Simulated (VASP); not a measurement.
Consider the following.

```yaml
crystal:
  lattice:
    - [-1.87330, 1.87330, 4.73247]
    - [1.87330, -1.87330, 4.73247]
    - [1.87330, 1.87330, -4.73247]
  atoms:
    - { symbol: Ti, position: [0.75000, 0.25000, 0.50000] }
    - { symbol: Ti, position: [0.00000, 0.00000, 0.00000] }
    - { symbol: O, position: [0.54189, 0.04189, 0.50000] }
    - { symbol: O, position: [0.79189, 0.79189, 0.00000] }
    - { symbol: O, position: [0.20811, 0.20811, 0.00000] }
    - { symbol: O, position: [0.95811, 0.45811, 0.50000] }
```

The numbers are results of LDA (Ceperley-Alder, Perdew-Zunger), VASP's LDA PAW potentials (set 64) (plane waves; VASP), not measurements. Numerical set-up: 520 eV cut-off, 9×9×9 Γ-centred mesh, tetrahedra with Blöchl corrections, potentials Ti_sv O.

The cores are frozen, which limits the accuracy of field gradients.

Give the principal components of the electric field gradient (V/Å²) and the asymmetry η at each nucleus.

```json
[
 {"atom": "Ti1", "Vxx": "-7.2", "Vyy": "-7.2", "Vzz": "14.5", "η": "0.00"},
 {"atom": "Ti2", "Vxx": "-7.2", "Vyy": "-7.2", "Vzz": "14.5", "η": "0.00"},
 {"atom": "O3", "Vxx": "-5.9", "Vyy": "-5.5", "Vzz": "11.4", "η": "0.03"},
 {"atom": "O4", "Vxx": "-5.9", "Vyy": "-5.5", "Vzz": "11.4", "η": "0.03"},
 {"atom": "O5", "Vxx": "-5.9", "Vyy": "-5.5", "Vzz": "11.4", "η": "0.03"},
 {"atom": "O6", "Vxx": "-5.9", "Vyy": "-5.5", "Vzz": "11.4", "η": "0.03"}
]
```

The compound is TiO2 in the anatase structure, one of several forms; rutile is the usual stable one. It was relaxed first.
